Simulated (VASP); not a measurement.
Level of theory: PBE GGA, VASP's PBE PAW potentials (set 64) (plane waves; VASP 6.6.1).

VASP input:

POSCAR:
```
NaI
1
    0.0000000000     3.2997000000     3.2997000000
    3.2997000000     0.0000000000     3.2997000000
    3.2997000000     3.2997000000     0.0000000000
Na I
1 1
Direct
  0.0000000000   0.0000000000   0.0000000000
  0.5000000000   0.5000000000   0.5000000000
```

**KPOINTS**
```
Automatic mesh
0
Gamma
5 5 5
0 0 0
```

### INCAR
```
ALGO = Normal
EDIFF = 1E-6
ENCUT = 400
GGA = PE
ISIF = 2
ISMEAR = 0
LASPH = .TRUE.
LCHARG = .FALSE.
LMAXMIX = 4
LREAL = .FALSE.
LWAVE = .FALSE.
NELM = 100
PREC = Accurate
SIGMA = 0.05
SYSTEM = NaI
```

POTCAR, in this order: Na_pv I (PBE.64 set). Program: vasp_std.

The resulting files:

### OSZICAR
```
       N       E                     dE             d eps       ncg     rms          rms(c)
DAV:   1     0.713891189964E+02    0.71389E+02   -0.58658E+03   228   0.905E+02
DAV:   2     0.701450894004E+00   -0.70688E+02   -0.67107E+02   234   0.214E+02
DAV:   3    -0.525539664991E+01   -0.59568E+01   -0.55616E+01   262   0.625E+01
DAV:   4    -0.545630040605E+01   -0.20090E+00   -0.20079E+00   254   0.119E+01
DAV:   5    -0.546091372784E+01   -0.46133E-02   -0.46132E-02   276   0.182E+00    0.159E+00
DAV:   6    -0.539135438271E+01    0.69559E-01   -0.97741E-02   253   0.201E+00    0.109E+00
DAV:   7    -0.538106801655E+01    0.10286E-01   -0.80010E-02   261   0.169E+00    0.606E-01
DAV:   8    -0.538341534216E+01   -0.23473E-02   -0.60522E-03   226   0.736E-01    0.170E-01
DAV:   9    -0.538337489783E+01    0.40444E-04   -0.15840E-04   247   0.134E-01    0.519E-02
DAV:  10    -0.538339571564E+01   -0.20818E-04   -0.50164E-05   256   0.809E-02    0.719E-03
DAV:  11    -0.538339655812E+01   -0.84247E-06   -0.51827E-06   229   0.243E-02
   1 F= -.53833966E+01 E0= -.53833966E+01  d E =-.805107E-12
```

### OUTCAR
```
------------------------ aborting loop because EDIFF is reached ----------------------------------------
  FORCE on cell =-STRESS in cart. coord.  units (eV):
  Direction    XX          YY          ZZ          XY          YZ          ZX
  --------------------------------------------------------------------------------------
  Total       -0.2335531     -0.2335531     -0.2335531      0.0000000     -0.0000000     -0.0000000
  in kB       -5.2076631     -5.2076631     -5.2076631      0.0000000     -0.0000000     -0.0000000
  external PRESSURE =      -5.2076631 kB  Pullay stress =       0.0000000 kB
  volume of cell :       71.85
      direct lattice vectors                 reciprocal lattice vectors
     0.000000000  3.299700000  3.299700000    -0.151528927  0.151528927  0.151528927
     3.299700000  0.000000000  3.299700000     0.151528927 -0.151528927  0.151528927
     3.299700000  3.299700000  0.000000000     0.151528927  0.151528927 -0.151528927
  FREE ENERGIE OF THE ION-ELECTRON SYSTEM (eV)
  ---------------------------------------------------
  free  energy   TOTEN  =        -5.3833965581 eV

  energy  without entropy=       -5.3833965581  energy(sigma->0) =       -5.38339656
```
(Selected blocks of OUTCAR.)

The compound is NaI in the rock salt structure. The cell was not relaxed at this level.
